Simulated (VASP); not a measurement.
# BAs(110): relaxation, ionisation energy and affinity, part 3 of 3

Aim: ionisation energy and electron affinity of BAs(110), from a slab and a bulk run lined up through core potentials.

VASP 6.6.1; PBE; plane waves and PAW (B, As).

So far. Step 2 (Relaxing the bulk crystal): The run ended after 3 ionic steps, 0.006 eV below its first step, once forces and stress met EDIFFG = -0.02. Step 4 (Relaxing the slab): The run ended after 21 ionic steps, 1.697 eV below its first step, once the forces on the free atoms met EDIFFG = -0.03.

## 5. Vacuum level and density of states

A static run writes the electrostatic potential without exchange and correlation (LVHAR), which is flat in the vacuum and gives the level to count from. The dipole correction cancels the field that unlike faces would set up across the vacuum.

Input file INCAR:

```
SYSTEM = BAs
PREC = Normal
ENCUT = 360
EDIFF = 1E-06
NELM = 120
ISMEAR = 0
SIGMA = 0.03
LREAL = Auto
ALGO = Fast
GGA = PE
NBANDS = 54
LORBIT = 11
LWAVE = .FALSE.
LCHARG = .TRUE.
KPAR = 4
IDIPOL = 3
LDIPOL = .TRUE.
DIPOL = 0.5 0.5 0.5
LVHAR = .TRUE.
LVACPOTAV = .TRUE.
NEDOS = 1500
```

Input file POSCAR:

```
BAs
1.0
    3.4061100361      0.0000000000      0.0000000000
    0.0000000000      4.8169670080      0.0000000000
    0.0000000000      0.0000000000     29.6244401444
B As
9 9
Direct
    0.0000000000      0.0518304601      0.2826004210
    0.5000000000      0.4907544117      0.3266081595
    0.0000000000      0.9930474695      0.3851159957
    0.5000000000      0.4917196189      0.4422832037
    0.0000000000      0.9924799998      0.5000000000
    0.5000000000      0.4917196189      0.5577167963
    0.0000000000      0.9930474695      0.6148840043
    0.5000000000      0.4907544117      0.6733918405
    0.0000000000      0.0518304601      0.7173995790
    0.0000000000      0.7360766841      0.3270410621
    0.5000000000      0.2593455053      0.2638241360
    0.0000000000      0.7420174434      0.4424350038
    0.5000000000      0.2426185782      0.3843439957
    0.0000000000      0.7420174434      0.5575649962
    0.5000000000      0.2426996577      0.5000000000
    0.0000000000      0.7360766841      0.6729589379
    0.5000000000      0.2426185782      0.6156560043
    0.5000000000      0.2593455053      0.7361758640
```

Input file KPOINTS:

```
Automatic mesh
0
Gamma
7 5 1
0 0 0
```

Input file KPOINTS_OPT:

```
Line mode
14
Line-mode
Reciprocal
  0.00000000   0.00000000   0.00000000 GAMMA
  0.50000000   0.00000000   0.00000000 X

  0.50000000   0.00000000   0.00000000 X
  0.50000000   0.50000000   0.00000000 S

  0.50000000   0.50000000   0.00000000 S
  0.00000000   0.50000000   0.00000000 Y

  0.00000000   0.50000000   0.00000000 Y
  0.00000000   0.00000000   0.00000000 GAMMA

  0.00000000   0.00000000   0.00000000 GAMMA
  0.50000000   0.50000000   0.00000000 S
```

The projector-augmented-wave data sets are B and As (PBE family, release 64).

Started as:

```sh
mpirun -np 4 vasp_std
```

The log of the run:

```text
[... set-up lines as in an earlier step ...]
 entering main loop
       N       E                     dE             d eps       ncg     rms          rms(c)
DAV:   1     0.319498271570E+03    0.31950E+03   -0.22455E+04  1304   0.802E+02
DAV:   2    -0.678902482100E+02   -0.38739E+03   -0.36911E+03  1686   0.181E+02
DAV:   3    -0.103322308557E+03   -0.35432E+02   -0.34836E+02  1600   0.575E+01
DAV:   4    -0.104396470697E+03   -0.10742E+01   -0.10691E+01  1872   0.101E+01
DAV:   5    -0.104423605761E+03   -0.27135E-01   -0.27110E-01  1780   0.148E+00    0.141E+01
RMM:   6    -0.100169887753E+03    0.42537E+01   -0.69093E+00  1349   0.690E+00    0.723E+00
RMM:   7    -0.997758911305E+02    0.39400E+00   -0.50210E+00  1450   0.564E+00    0.237E+00
RMM:   8    -0.996767111981E+02    0.99180E-01   -0.48248E-01  1529   0.234E+00    0.476E-01
RMM:   9    -0.996803418419E+02   -0.36306E-02   -0.71130E-02  1723   0.873E-01    0.194E-01
RMM:  10    -0.996813268668E+02   -0.98502E-03   -0.20422E-02  1802   0.403E-01    0.122E-01
RMM:  11    -0.996818187068E+02   -0.49184E-03   -0.29423E-03  1737   0.174E-01    0.403E-02
RMM:  12    -0.996819786308E+02   -0.15992E-03   -0.89523E-04  1781   0.868E-02    0.172E-02
RMM:  13    -0.996823396532E+02   -0.36102E-03   -0.25772E-04  1691   0.456E-02    0.109E-02
RMM:  14    -0.996824163149E+02   -0.76662E-04   -0.98951E-05  1900   0.222E-02    0.693E-03
RMM:  15    -0.996825550627E+02   -0.13875E-03   -0.27768E-05  1624   0.132E-02    0.470E-03
RMM:  16    -0.996825772418E+02   -0.22179E-04   -0.13109E-05  1384   0.660E-03    0.237E-03
RMM:  17    -0.996826133551E+02   -0.36113E-04   -0.10862E-05  1457   0.589E-03    0.213E-03
RMM:  18    -0.996826180439E+02   -0.46888E-05   -0.10790E-06  1234   0.235E-03    0.131E-03
RMM:  19    -0.996826490389E+02   -0.30995E-04   -0.19556E-06  1262   0.278E-03    0.898E-04
RMM:  20    -0.996826546078E+02   -0.55689E-05   -0.27103E-07  1006   0.128E-03    0.491E-04
RMM:  21    -0.996826677373E+02   -0.13129E-04   -0.75112E-07  1084   0.139E-03    0.287E-04
RMM:  22    -0.996826688334E+02   -0.10961E-05   -0.72669E-08   678   0.739E-04    0.128E-04
RMM:  23    -0.996826697368E+02   -0.90338E-06   -0.57492E-08   666   0.708E-04
 -----------------------------------------------------------------------------
|                                                                             |
|           W    W    AA    RRRRR   N    N  II  N    N   GGGG   !!!           |
|           W    W   A  A   R    R  NN   N  II  NN   N  G    G  !!!           |
|           W    W  A    A  R    R  N N  N  II  N N  N  G       !!!           |
|           W WW W  AAAAAA  RRRRR   N  N N  II  N  N N  G  GGG   !            |
|           WW  WW  A    A  R   R   N   NN  II  N   NN  G    G                |
|           W    W  A    A  R    R  N    N  II  N    N   GGGG   !!!           |
|                                                                             |
|     Did not find any points to average over, which means that no vacuum     |
|     field-free region was found. Please increase the size of  your cell     |
|     in the dimension of the dipole correction to obtain accurate            |
|     workfunction values.                                                    |
|                                                                             |
 -----------------------------------------------------------------------------

   1 F= -.99682670E+02 E0= -.99682670E+02  d E =-.753908E-11
 Start KPOINTS_OPT (optional k-point list driver)
k-point batch [1-12\70]
       N       E                     dE             ncg
DAV:   1     0.325953628422E+02   -0.85247E+04     1296
DAV:   2    -0.439707186135E+04   -0.44297E+04     1664
DAV:   3    -0.482397467229E+04   -0.42690E+03     1584
DAV:   4    -0.483854664097E+04   -0.14572E+02     1880
DAV:   5    -0.483881680658E+04   -0.27017E+00     1762
DAV:   6    -0.483882841847E+04   -0.11612E-01     1864
DAV:   7    -0.483882897101E+04   -0.55254E-03     1786
DAV:   8    -0.483882899947E+04   -0.28461E-04     1816
DAV:   9    -0.483882900085E+04   -0.13786E-05     1322
DAV:  10    -0.483882900100E+04   -0.14993E-06     1072
[...]
k-point batch [61-70\70]
       N       E                     dE             ncg
DAV:   1     0.111314492896E+03   -0.14880E+05     1080
DAV:   2    -0.355302477573E+04   -0.36643E+04     1486
DAV:   3    -0.387222559506E+04   -0.31920E+03     1312
DAV:   4    -0.388091149271E+04   -0.86859E+01     1512
DAV:   5    -0.388112570664E+04   -0.21421E+00     1456
DAV:   6    -0.388113583323E+04   -0.10127E-01     1520
DAV:   7    -0.388113626680E+04   -0.43356E-03     1472
DAV:   8    -0.388113629014E+04   -0.23343E-04     1448
DAV:   9    -0.388113629141E+04   -0.12705E-05     1144
DAV:  10    -0.388113629155E+04   -0.14319E-06      992
```

It took 1.9 min on 4 MPI ranks of AMD EPYC 9R14 (Zen 4), shared host; peak memory 1.5 GiB; 7.6 min of CPU time.

OUTCAR, selected parts (step 5):

```text
   NELECT =      72.0000    total number of electrons

 dipolmoment           0.000000      0.000000      0.000000 electrons x Angstroem

 E-fermi :   0.6260

 k-point     1 :       0.0000    0.0000    0.0000
  band No.  band energies     occupation
    ...
     32      -0.0493      2.00000
     33       0.2105      2.00000
     34       0.2889      2.00000
     35       0.4195      2.00000
     36       0.4988      2.00000
     37       2.0250      0.00000
     38       2.2539      0.00000
     39       2.2743      0.00000
     40       2.6787      0.00000
     41       2.8292      0.00000
    ...

  Total       -2.1854837      0.7374269     -0.8880885      0.0000000      0.0000000      0.0000000
  in kB       -7.2040325      2.4307877     -2.9274153      0.0000000      0.0000000      0.0000000
  external PRESSURE =      -2.5668867 kB  Pullay stress =       0.0000000 kB

 POSITION                                       TOTAL-FORCE (eV/Angst)
 -----------------------------------------------------------------------------------
      0.00000      0.24967      8.37188        -0.000000     -0.001217      0.007873
      1.70306      2.36395      9.67558         0.000000     -0.000482      0.007965
      0.00000      4.78348     11.40885        -0.000000     -0.008029      0.001678
      1.70306      2.36860     13.10239         0.000000      0.001530     -0.000048
      0.00000      4.78074     14.81222        -0.000000      0.008501      0.000000
      1.70306      2.36860     16.52205         0.000000      0.001530      0.000048
      0.00000      4.78348     18.21559        -0.000000     -0.008029     -0.001678
      1.70306      2.36395     19.94886         0.000000     -0.000482     -0.007965
      0.00000      0.24967     21.25256        -0.000000     -0.001217     -0.007873
      0.00000      3.54566      9.68841         0.000000      0.014034      0.015585
      1.70306      1.24926      7.81564        -0.000000     -0.007024      0.002308
      0.00000      3.57427     13.10689         0.000000      0.002726      0.002702
      1.70306      1.16869     11.38598        -0.000000     -0.003430      0.001216
      0.00000      3.57427     16.51755         0.000000      0.002726     -0.002702
      1.70306      1.16908     14.81222        -0.000000     -0.004718      0.000000
      0.00000      3.54566     19.93603         0.000000      0.014034     -0.015585
      1.70306      1.16869     18.23846         0.000000     -0.003430     -0.001216
      1.70306      1.24926     21.80880        -0.000000     -0.007024     -0.002308
 -----------------------------------------------------------------------------------
    total drift:                                0.000000      0.047702      0.000004

  FREE ENERGIE OF THE ION-ELECTRON SYSTEM (eV)
  ---------------------------------------------------
  free  energy   TOTEN  =       -99.6826697368 eV

  energy  without entropy=      -99.6826697368  energy(sigma->0) =      -99.68266974

 vacuum level on the upper side and lower side of the slab         5.570         5.570

[... 7 parts as in an earlier step ...]

[... 10 further parts left out ...]
```

Numbers from this step:

```
electronic cycles                                 : 23
Fermi energy                                      : 0.626 eV
least gap on mesh and path                        : 0.2912 eV
least direct gap on mesh and path                 : 1.427 eV
vacuum levels                                     : 5.57, 5.57 eV
ionisation potentials of the upper and lower face : 5.071, 5.071 eV
electron affinities of the upper and lower face   : 4.78, 4.78 eV
```

The electronic bands at the labelled points (eV, zero at the valence-band top; v1 is the highest filled band, c1 the lowest empty one):

| point | v4 | v3 | v2 | v1 | c1 | c2 | c3 | c4 |
| --- | --- | --- | --- | --- | --- | --- | --- | --- |
| Γ | -0.29 | -0.21 | -0.08 | 0.00 | 1.53 | 1.76 | 1.78 | 2.18 |
| 0.46 of the way | -1.94 | -1.52 | -1.17 | -0.80 | 1.39 | 1.56 | 2.12 | 2.32 |
| X | -2.46 | -2.23 | -1.31 | -1.14 | 0.29 | 0.34 | 1.66 | 1.93 |
| 0.46 of the way | -2.21 | -2.14 | -1.18 | -1.02 | 0.63 | 0.76 | 2.34 | 2.47 |
| S | -1.80 | -1.76 | -1.06 | -0.87 | 0.99 | 1.20 | 3.14 | 3.28 |
| 0.46 of the way | -1.63 | -1.61 | -0.93 | -0.89 | 1.33 | 1.40 | 3.52 | 3.61 |
| Y | -1.63 | -1.57 | -1.01 | -0.97 | 0.97 | 1.09 | 2.18 | 2.63 |
| 0.46 of the way | -1.10 | -1.09 | -0.60 | -0.55 | 1.22 | 1.40 | 1.94 | 2.46 |
| Γ | -0.29 | -0.21 | -0.08 | 0.00 | 1.53 | 1.76 | 1.78 | 2.18 |
| 0.46 of the way | -1.59 | -1.31 | -0.82 | -0.70 | 1.27 | 1.44 | 2.78 | 2.79 |
| S | -1.80 | -1.76 | -1.06 | -0.87 | 0.99 | 1.20 | 3.14 | 3.28 |

Of the projections kept (B, As), the largest for each band there; the rest of the weight can lie on other orbitals:

| point | v4 | v3 | v2 | v1 | c1 | c2 | c3 | c4 |
| --- | --- | --- | --- | --- | --- | --- | --- | --- |
| Γ | As 0.65 | As 0.53 | As 0.62 | As 0.52 | B 0.59 | B 0.60 | B 0.59 | B 0.68 |
| X | As 0.59 | As 0.55 | As 0.73 | As 0.70 | B 0.80 | B 0.76 | B 0.50 | As 0.53 |
| S | As 0.57 | As 0.58 | As 0.71 | As 0.71 | B 0.82 | B 0.83 | B 0.50 | B 0.54 |
| Y | As 0.53 | As 0.53 | As 0.68 | As 0.68 | B 0.78 | B 0.79 | As 0.53 | B 0.50 |
| Γ | As 0.65 | As 0.53 | As 0.62 | As 0.52 | B 0.59 | B 0.60 | B 0.59 | B 0.68 |
| S | As 0.57 | As 0.58 | As 0.71 | As 0.71 | B 0.82 | B 0.83 | B 0.50 | B 0.54 |

The planar average of the electrostatic potential oscillates, so the rows of the table below give means over windows of 1.69 Å about each position, cut where the curve ends. Its maxima inside the range that stand out by 2 % of the span (Å: eV): 8.8: -3.07, 10.6: -2.28, 12.3: -2.14, 14.0: -2.22, 15.7: -2.22, 17.4: -2.14, 19.0: -2.28, 20.8: -3.07. Its minima: 8.0: -7.04, 9.5: -7.93, 11.2: -7.95, 13.2: -7.94, 15.0: -7.95, 16.4: -7.94, 18.4: -7.95, 20.1: -7.93, 21.6: -7.04.

Zero at the Fermi level. Planar average of the electrostatic potential against height; means over each step:

height (Å), planar average of the electrostatic potential (eV) and a bar from the least value:
```
     0.84       4.95 ##############################
     2.54       4.95 ##############################
     4.23       4.94 ##############################
     5.92       4.61 #############################
     7.61      -3.22 ########
     9.30      -5.96 
    10.99      -5.85 
    12.68      -5.84 
    14.37      -5.88 
    16.05      -5.87 
    17.75      -5.83 
    19.44      -5.83 
    21.12      -5.23 ##
    22.82       1.67 #####################
    24.51       4.91 ##############################
    26.20       4.95 ##############################
    27.89       4.95 ##############################
```

Density of states in the PAW spheres, an atom over height of the layer and energy from the Fermi level.

Ten even steps from '0' (0.005 states/eV) to '9' (0.715 states/eV), each cell a mean:
```
02000000020
00000000000
10000000001
32110001123
94211111249
52222222225
42232323224
53334343335
63444444436
33344444333
43455355434
22343334322
22333433322
33332223333
11223332211
11223232211
11111111111
11111111111
12110001121
12221112221
23322122332
11456765411
```
Columns: height of the layer (Å) from 7.8 to 21.8 (not evenly spaced); rows upwards: energy from the Fermi level (eV) from -7.9 to 0.5.

Electrostatic potential energy in the cb plane at fractional x = 0.000, with atoms of B and As within 0.2 Å of it. With pseudopotentials it is smooth inside the atoms' cores, unlike the true potential.

Ten even steps from '0' (-38 eV) to '9' (6 eV), each cell a mean:
```
99999999999999999999873246667735347766743527
99999999999999999999988773003664475100574467
99999999999999999999999850120588872030178885
99999999999999999999999850340489871041178985
99999999999999999999999872001689984000489987
99999999999999999999999986446899987545789998
99999999999999999999999998888999999888999999
99999999999999999999999999999999999999999999
99999999999999999999999999999999999999999999
99999999999999999999998889999999999999999999
99999999999999999999984357999987789999987789
99999999999999999999852626899852268999863248
99999999999999999999853735888727538888844727
```
Columns run along c (16.0 Å, from fractional 0.00 to 0.54 of the cell; values clipped at the 3rd and 97th percentile), rows up along b (4.8 Å). Atoms in or near the plane, at fractional coordinates: B at (0.28, 0.05), B at (0.39, 0.99), B at (0.50, 0.99), As at (0.33, 0.74), As at (0.44, 0.74).

Valence density in the cb plane at fractional x = 0.000, with atoms of B and As within 0.2 Å of it. It is the smooth field of the valence electrons, not physical close to the nuclei.

Ten even steps from '0' (-0.11 e/Å³) to '9' (0.83 e/Å³), each cell a mean:
```
11111111111111111111235898766787787656788787
11111111111111111111123689768877788767887788
11111111111111111111112477216754568404865457
11111111111111111111111356105643346303643336
11111111111111111111111246556422235656532224
11111111111111111111111134665321123565321123
11111111111111111111111122332211112333211112
11111111111111111111111112221111111222111111
11111111111111111111122221111122211111112221
11111111111111111111234432111223321111123322
11111111111111111111247753211245532111234542
11111111111111111111357654222367753222357764
11111111111111111111245576433576674333476575
```
Columns run along c (16.0 Å, from fractional 0.00 to 0.54 of the cell), rows up along b (4.8 Å). Atoms in or near the plane, at fractional coordinates: B at (0.28, 0.05), B at (0.39, 0.99), B at (0.50, 0.99), As at (0.33, 0.74), As at (0.44, 0.74).

The map of layer states is cut here 0.5 eV above the Fermi level, so it leaves out the states above that.

The vacuum level lies 5.07 eV above the highest filled level at the upper face; both faces agree, as the slab has next to no dipole.

The program found no field-free point at its default tolerance, but its printed level agrees with the flat part of the planar average.

## 6. Lining up bulk and slab

This step: band edges against the vacuum, PBE; plane waves and PAW (VASP 6.6.1).

No new run; the numbers come from the runs before.

This step gave:

| Quantity | Value |
| --- | --- |
| ionisation energy | 5.011 eV |
| offset spread | 0.02970 eV |
| bulk gap | 1.208 eV |
| slab gap | 0.2912 eV |
| electron affinity | 3.803 eV |
| buckling | 0.5562 Å |
| tilt | 29.09 degree |
| surface energy, relaxed | 1.468 J/m² |

The averaged core potentials of the four middle atoms lie -5.298 eV from those of the bulk run. The bulk valence top (5.856 eV), moved by that offset, is taken from the upper vacuum level (5.570 eV).

## 7. Results

```
ionisation energy       : 5.01 eV
electron affinity       : 3.80 eV
buckling                : 0.556 Å
surface energy, relaxed : 1.47 J/m²
```

**Reading.** The bulk valence-band top lies 5.01 eV below the vacuum of BAs(110), and the conduction-band bottom 3.80 eV. The top layer buckles by 0.56 Å, a tilt of 29°, with As outermost, as the anion takes the dangling-bond electrons and the cation flattens towards sp². The surface costs 1.47 J/m². The slab's least gap is 0.29 eV, against 1.21 eV in the bulk. Confinement widens it, surface states can narrow it, and the two gaps need not lie at the same wave vector; the faces' own affinities count to the slab's lowest empty state. The offsets of the four middle atoms spread by 0.03 eV; a shift common to all four would not show in it. The bulk edges are read on a mesh, so a band minimum between its points makes the gap too large and the affinity too small. One thickness was run. Semilocal band edges put the valence top too high and the gap too small. Spin-orbit coupling, left out here, would raise the valence top further.

Comparison with the measured values:

```
              quantity  measured             PBE
lattice constant a (Å)    4.7741  4.817 (+0.9 %)
```

Measured values from arxiv:1906.04101 (2019).

How well it matches: The lattice constant a is off by +0.9 %: fair agreement. The grades are ours: good and fair within 0.7 and 1.5 % for the lattice constant a. Zero-point motion and thermal expansion (measured at up to 100 K) are not in the computed lattice constants. As a rule both would widen the computed cell, so the excess over experiment is if anything larger than shown.

[Lines on the potential files, build, host, timing and source positions are cut from VASP's logs without a mark.]

[Logs are printed without paths, hosts, clocks, repeated set-up lines and the standing remarks that a program may print on its own settings, such as how far it seeks lower states.]

[Hosts, paths, dates, database ids (printed as entryN), source tags and the programs' standing remarks are cut or masked in the printed files.]

[Runs that stopped without an error message from VASP are left out.]
